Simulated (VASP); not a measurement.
Output of a VASP run:

File OSZICAR:
```
       N       E                     dE             d eps       ncg     rms          rms(c)
DAV:   1     0.232220294955E+02    0.23222E+02   -0.64107E+03  2016   0.969E+02
DAV:   2    -0.352542495602E+02   -0.58476E+02   -0.54021E+02  2916   0.173E+02
DAV:   3    -0.376217049066E+02   -0.23675E+01   -0.23584E+01  2656   0.351E+01
DAV:   4    -0.376456753489E+02   -0.23970E-01   -0.23960E-01  2492   0.427E+00
DAV:   5    -0.376460718892E+02   -0.39654E-03   -0.39648E-03  2644   0.509E-01    0.136E+01
DAV:   6    -0.334598427411E+02    0.41862E+01   -0.11953E+01  2480   0.222E+01    0.634E+00
DAV:   7    -0.332892751850E+02    0.17057E+00   -0.11295E+00  2568   0.698E+00    0.258E+00
DAV:   8    -0.332513677713E+02    0.37907E-01   -0.66082E-02  2404   0.181E+00    0.649E-01
DAV:   9    -0.332474439220E+02    0.39238E-02   -0.77667E-03  2504   0.655E-01    0.132E-01
DAV:  10    -0.332474758887E+02   -0.31967E-04   -0.40120E-04  2444   0.161E-01    0.617E-02
DAV:  11    -0.332474771672E+02   -0.12785E-05   -0.10934E-05  2568   0.323E-02    0.200E-02
DAV:  12    -0.332474757517E+02    0.14154E-05   -0.25146E-06  1900   0.105E-02    0.375E-03
DAV:  13    -0.332474757261E+02    0.25610E-07   -0.86616E-07  1492   0.599E-03
   1 F= -.33247476E+02 E0= -.33247476E+02  d E =-.132773E-25
```

OUTCAR:
```
------------------------ aborting loop because EDIFF is reached ----------------------------------------
  FORCE on cell =-STRESS in cart. coord.  units (eV):
  Direction    XX          YY          ZZ          XY          YZ          ZX
  --------------------------------------------------------------------------------------
  Total        1.9632895      1.9632892      1.8872838      0.0000000     -0.0000000      0.0000000
  in kB       80.2817423     80.2817317     77.1737615      0.0000000     -0.0000000      0.0000000
  external PRESSURE =      79.2457452 kB  Pullay stress =       0.0000000 kB
  volume of cell :       39.18
      direct lattice vectors                 reciprocal lattice vectors
     3.020646000  0.000000000  0.000000000     0.331055013  0.191134713  0.000000000
    -1.510323000  2.615956000  0.000000000     0.000000000  0.382269427  0.000000000
     0.000000000  0.000000000  4.958472000     0.000000000  0.000000000  0.201675032
  FREE ENERGIE OF THE ION-ELECTRON SYSTEM (eV)
  ---------------------------------------------------
  free  energy   TOTEN  =       -33.2474757261 eV

  energy  without entropy=      -33.2474757261  energy(sigma->0) =      -33.24747573
```
(Selected blocks of OUTCAR.)

**POSCAR**
```
SiC
1
    3.0206460000     0.0000000000     0.0000000000
   -1.5103230000     2.6159560000     0.0000000000
    0.0000000000     0.0000000000     4.9584720000
Si C
2 2
Direct
  0.3333330000   0.6666670000   0.4996000000
  0.6666670000   0.3333330000   0.9996000000
  0.3333330000   0.6666670000   0.8754000000
  0.6666670000   0.3333330000   0.3754000000
```

**Question.** Write an INCAR and KPOINTS that could have produced this output.

**Answer.** Several could match; the one computed here: the input of the run itself, LDA (Ceperley-Alder, Perdew-Zunger), plane waves, VASP's LDA PAW potentials (set 64).

INCAR:
```
SYSTEM = SiC
PREC = Accurate
ENCUT = 400
EDIFF = 1E-6
NELM = 100
ALGO = Normal
LREAL = .FALSE.
LASPH = .TRUE.
ISMEAR = 0
SIGMA = 0.01
LWAVE = .FALSE.
LCHARG = .FALSE.
ISIF = 2
```

KPOINTS:
```
Regular mesh
0
G
  13 13 7
```

POTCAR, in this order: Si C (LDA.64 set). Program: vasp_std.

At this cut-off the stress carries a Pulay error, which pulls relaxed volumes low.

The structure comes from a computed database's SiC entry; how it stands against other phases isn't given here. The cell was not relaxed at this level. The run is one of a series of settings (GGA removed, POTCAR Si C (LDA.64 set) against the base run), some of them coarse on purpose.
